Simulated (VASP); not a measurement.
# VSi2 (relaxed from the CrSi2 structure, space group P6_222): computed properties

Computed with PBEsol GGA, VASP's PBE PAW potentials (set 64) (plane waves; VASP).

space group: P6_222 (180)
cell: a = 4.522 Å, b = 4.522 Å, c = 6.309 Å, α = 90.00°, β = 90.00°, γ = 120.00°
volume per atom: 12.41 Å³/atom
band gap (over mesh and band path): none (metal, semimetal or under 0.01 eV)
cell moment: 0.00 μB
density: 4.78 g/cm³

```
VSi2
1.0
    4.52191     0.00000     0.00000
   -2.26095     3.91608     0.00000
    0.00000     0.00000     6.30898
V Si
3 6
Cartesian
  2.26095   0.00000   0.00000
  1.13048   1.95804   2.10299
  3.39143   1.95804   4.20599
  0.00000   1.27649   6.30898
  3.41643   0.63824   2.10299
  1.15548   3.27784   4.20599
  2.26095   2.63960   6.30898
 -1.15548   3.27784   2.10299
  1.10547   0.63824   4.20599
```

The structure was generated: VSi2 was put into the CrSi2 type (P6_222), which need not be its known phase. It was relaxed first. Symmetry was kept, so distortions that lower it aren't found.
